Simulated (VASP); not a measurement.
Energy against volume of Ti (hcp). Method: TPSS meta-GGA, VASP's PBE PAW potentials (set 64) (plane waves; VASP). Run with 520 eV cut-off, 14×14×8 Γ-centred mesh, first-order Methfessel-Paxton smearing of 0.10 eV, potentials Ti_sv.

Shape and ions are relaxed at each volume.

```tsv
V (Å³/atom)	E (eV/atom)
15.988	-14.86255
16.498	-14.88340
17.009	-14.89114
17.519	-14.88739
```

Fit these four points and predict the energy of the run at 18.029 Å³/atom.

A cubic in V^(−2/3), the third-order Birch-Murnaghan form, passes through the four points with V0 = 17.09 Å³/atom and B0 = 118 GPa, and gives -14.8736 eV/atom there. The run gave -14.8737 eV/atom, -0.1 meV/atom from the fit; all five points give B0 = 118 GPa.

The compound is Ti in the hcp structure. It was relaxed first.
